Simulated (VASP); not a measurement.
These are optB86b-vdW, VASP's PBE PAW potentials (set 64) (plane waves; VASP 6.6.1) values and carry that method's errors.

A VASP calculation is set up with these files.

**POSCAR**
```
Re
1
    1.3825197899    -2.3945944036     0.0000000000
    1.3825197899     2.3945944036    -0.0000000000
    0.0000000000    -0.0000000000     4.4726151851
Re
2
Direct
  0.3333330000   0.6666670000   0.2500000000
  0.6666670000   0.3333330000   0.7500000000
```

File KPOINTS:
```
Automatic
0
gamma
 17 17 9
```

INCAR:
```
SYSTEM  =  Re
PREC  =  Accurate; ENCUT  =  520; LREAL  =  .FALSE.
LASPH  =  .TRUE.
EDIFF  =  1E-7; NELM  =  100; ALGO  =  Normal
LMAXMIX  =  6
ISMEAR  =  -5
GGA  =  MK; LUSE_VDW  =  .TRUE.; AGGAC  =  0.0
PARAM1  =  0.1234; PARAM2  =  1.0
ISIF  =  2
LWAVE  =  .FALSE.; LCHARG  =  .TRUE.; LORBIT  =  11
NEDOS  =  601
```

POTCAR, in this order: Re (PBE.64 set). Program: vasp_std.

The resulting files:

File OUTCAR:
```
 ion  position               nearest neighbor table
   1  0.333  0.667  0.250-   2 2.75   2 2.75   2 2.75   2 2.75   2 2.75   2 2.75
   2  0.667  0.333  0.750-   1 2.75   1 2.75   1 2.75   1 2.75   1 2.75   1 2.75
  LATTYP: Found a hexagonal cell.
 ALAT       =     2.7650394802
 C/A-ratio  =     1.6175592490
 Subroutine PRICEL returns:
 Original cell was already a primitive cell.
 Subroutine GETGRP returns: Found 24 space group operations
The static configuration has the point symmetry D_3d.
 The point group associated with its full space group is D_6h.
The dynamic configuration has the point symmetry D_3d.
 Subroutine INISYM returns: Found 24 space group operations
 Subroutine IBZKPT returns following result:
 Found    165 irreducible k-points:

 Following reciprocal coordinates:
            Coordinates               Weight
  0.000000  0.000000  0.000000      1.000000
  0.058824  0.000000  0.000000      6.000000
  0.117647  0.000000  0.000000      6.000000
  0.176471 -0.000000  0.000000      6.000000
  0.235294  0.000000  0.000000      6.000000
  0.294118  0.000000  0.000000      6.000000
  0.352941  0.000000  0.000000      6.000000
...
```

**OSZICAR**
```
       N       E                     dE             d eps       ncg     rms          rms(c)
DAV:   1     0.338361156516E+02    0.33836E+02   -0.70224E+03  6576   0.159E+03
DAV:   2    -0.152816181442E+02   -0.49118E+02   -0.42391E+02  5808   0.321E+02
DAV:   3    -0.214963928531E+02   -0.62148E+01   -0.51484E+01  6166   0.244E+02
DAV:   4    -0.218349538159E+02   -0.33856E+00   -0.30406E+00  6727   0.271E+01
DAV:   5    -0.218467895586E+02   -0.11836E-01   -0.11172E-01  6303   0.310E+00    0.438E+01
DAV:   6    -0.208177719949E+02    0.10290E+01   -0.10569E+00  6797   0.321E+01    0.179E+01
DAV:   7    -0.204802892800E+02    0.33748E+00   -0.71800E-01  7061   0.253E+01    0.543E-01
DAV:   8    -0.204687609420E+02    0.11528E-01   -0.96659E-03  7130   0.117E+00    0.228E-01
DAV:   9    -0.204680921083E+02    0.66883E-03   -0.50997E-04  6808   0.200E-01    0.385E-02
DAV:  10    -0.204681272047E+02   -0.35096E-04   -0.51471E-05  6012   0.671E-02    0.630E-03
DAV:  11    -0.204681224673E+02    0.47374E-05   -0.94014E-07  5832   0.172E-02    0.295E-03
DAV:  12    -0.204681206183E+02    0.18490E-05   -0.32845E-08  3296   0.643E-03    0.118E-03
DAV:  13    -0.204681208301E+02   -0.21175E-06   -0.15034E-08  3210   0.424E-03    0.682E-04
DAV:  14    -0.204681209818E+02   -0.15177E-06   -0.10260E-08  2991   0.497E-03    0.812E-04
DAV:  15    -0.204681209933E+02   -0.11511E-07   -0.64621E-09  2913   0.279E-03
   1 F= -.20468121E+02 E0= -.20468121E+02  d E =0.000000E+00
```

**OUTCAR**
```
------------------------ aborting loop because EDIFF is reached ----------------------------------------
  FORCE on cell =-STRESS in cart. coord.  units (eV):
  Direction    XX          YY          ZZ          XY          YZ          ZX
  --------------------------------------------------------------------------------------
  Total        0.0862708      0.0862708     -0.1412438      0.0000000     -0.0000000      0.0000000
  in kB        4.6674489      4.6674485     -7.6416146      0.0000000     -0.0000000      0.0000000
  external PRESSURE =       0.5644276 kB  Pullay stress =       0.0000000 kB
  volume of cell :       29.61
      direct lattice vectors                 reciprocal lattice vectors
     1.382519790 -2.394594404  0.000000000     0.361658476 -0.208803628  0.000000000
     1.382519790  2.394594404  0.000000000     0.361658476  0.208803628  0.000000000
     0.000000000  0.000000000  4.472615185     0.000000000  0.000000000  0.223582839
 POSITION                                       TOTAL-FORCE (eV/Angst)
 -----------------------------------------------------------------------------------
      1.38252      0.79820      1.11815        -0.000000      0.000000      0.000000
      1.38252     -0.79820      3.35446         0.000000     -0.000000      0.000000
 -----------------------------------------------------------------------------------
    total drift:                                0.000000      0.000010     -0.000017
  FREE ENERGIE OF THE ION-ELECTRON SYSTEM (eV)
  ---------------------------------------------------
  free  energy   TOTEN  =       -20.4681209933 eV

  energy  without entropy=      -20.4681209933  energy(sigma->0) =      -20.46812099

 total charge

# of ion       s       p       d       tot
------------------------------------------
    1        0.623   0.666   4.874   6.163
    2        0.623   0.666   4.874   6.163
--------------------------------------------------
tot          1.246   1.332   9.747  12.325
```
(Selected blocks of OUTCAR.)

For a metal the tetrahedron method with Blöchl corrections gives inexact stress and forces.

The compound is Re in the hcp structure. It was relaxed first.
